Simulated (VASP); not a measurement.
Input:

```
CELL_PARAMETERS angstrom
      4.58502     0.00000     0.00000
      2.29251     8.25329     0.00000
      0.00000     0.00000    18.17070
ATOMIC_POSITIONS crystal
  Si 0.86282 0.17436 0.42980
  Si 0.74580 0.40840 0.33020
  Si 0.59353 0.71293 0.36980
  Si 0.01509 0.86982 0.39020
  Si 0.40140 0.09720 0.54980
  Si 0.28438 0.33124 0.45020
  Si 0.13211 0.63578 0.48980
  Si 0.55367 0.79266 0.51020
  Si 0.93998 0.02005 0.66980
  Si 0.82296 0.25408 0.57020
  Si 0.67069 0.55862 0.60980
  Si 0.09225 0.71551 0.63020
  Mo 0.43896 0.02209 0.41000
  Mo 0.16967 0.56066 0.35000
  Mo 0.97753 0.94493 0.53000
  Mo 0.70825 0.48351 0.47000
  Mo 0.51611 0.86778 0.65000
  Mo 0.24682 0.40635 0.59000
```

The numbers are results of PBE GGA, VASP's PBE PAW potentials (set 64) (plane waves; VASP), not measurements. Settings: LREAL = Auto, 300 eV cut-off, 6×6×1 Γ-centred mesh, Gaussian smearing of 0.20 eV, potentials Si Mo_sv.

At this cut-off the stress carries a Pulay error, which pulls relaxed volumes low. The cell holds a wide vacuum, so values per volume refer to the whole cell.

Which forces act on the atoms, in eV/Å?

```tsv
atom	Fx	Fy	Fz
Si1	0.000	-0.033	-0.338
Si2	0.000	0.727	0.141
Si3	0.000	-0.212	0.080
Si4	0.000	-0.420	-0.100
Si5	0.000	-0.113	0.640
Si6	0.000	0.113	-0.640
Si7	0.000	-0.103	-0.086
Si8	0.000	0.103	0.086
Si9	0.000	-0.727	-0.141
Si10	0.000	0.033	0.338
Si11	0.000	0.420	0.100
Si12	0.000	0.212	-0.080
Mo13	0.000	-0.204	1.427
Mo14	0.000	-0.540	1.339
Mo15	0.000	-0.620	-0.554
Mo16	0.000	0.620	0.554
Mo17	0.000	0.540	-1.339
Mo18	0.000	0.204	-1.427
```

Give the stress tensor in GPa (positive for a compressed cell).

```
-3.90   0.00   0.00
 0.00  -4.03   0.24
 0.00   0.24  -2.84
```
The pressure is its mean diagonal, -3.59 GPa.

The cell is a sheet with vacuum, built from a generated structure.
